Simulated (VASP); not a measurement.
Wanted: the native input for a VASP 6.6.1 run.

```yaml
Task: single point
Functional: PBE
Potentials_or_basis: VASP PAW PBE potentials, release 64 (Ru_pv, Mo_sv, C)
Cutoff: 520 eV
k_mesh: 10 × 10 × 2
Occupations: fermi-dirac, width 0.05 eV
Spin: no spin polarisation
Further_INCAR_settings: ALGO = Normal; EDIFF = 1e-07; NBANDS = 56
```

The structure of Mo3Ru3C2 lies in POSCAR:

```
Mo3Ru3C2
1.0
    2.9092692288      0.0000000000      0.0000000000
   -1.4546346144      2.5195010586      0.0000000000
    0.0000000000      0.0000000000     13.8833190660
Ru Mo C
3 3 2
Direct
    0.3367340000      0.6653340000      0.3470950000
    0.0130000000      0.0135560000      0.4974470000
    0.6623300000      0.3340550000      0.6525930000
    0.3486030000      0.6738410000      0.8109700000
   -0.0084180000      0.0017220000      0.0020080000
    0.6494780000      0.3334580000      0.1887390000
    0.6557880000      0.3109170000      0.9017530000
    0.3449970000      0.6552340000      0.0999500000
```

The cell comes from a database or a generator and needn't be the stable form of this composition.

The cell isn't the ideal one: atoms moved at random, drawn with an rms of 0.05 Å.

These files were run (other wordings do the same):

INCAR

```
SYSTEM = Mo3Ru3C2
  PREC = Accurate
  ENCUT = 520
  EDIFF = 1E-7
  ISMEAR = -1
  SIGMA = 0.05
  LREAL = .False.
  LASPH = .True.
  NELM = 80
  ALGO = Normal
  ISIF = 2
  LWAVE = .False.
  LCHARG = .False.
  GGA = PE
  NBANDS = 56
```

KPOINTS

```
regular mesh
0
Gamma
  10 10 2
  0 0 0
```

Potentials or basis: VASP PAW PBE potentials, release 64 (Ru_pv, Mo_sv, C).

Launch:

```bash
$ cat potpaw_PBE.64/Ru_pv/POTCAR potpaw_PBE.64/Mo_sv/POTCAR potpaw_PBE.64/C/POTCAR > POTCAR
$ mpirun -np 1 vasp_std > vasp.out
```

Results of the run:

| Item | Value |
| --- | --- |
| Pressure | -2.1 GPa |
| Largest force | 1.221 eV/Å |
| Band gap on the k mesh | none (metal or under the smearing width) |

Wall time 8.5 min on 1 thread of Intel(R) Xeon(R) 6975P-C (Granite Rapids) (shared host), peak memory 0.57 GiB.
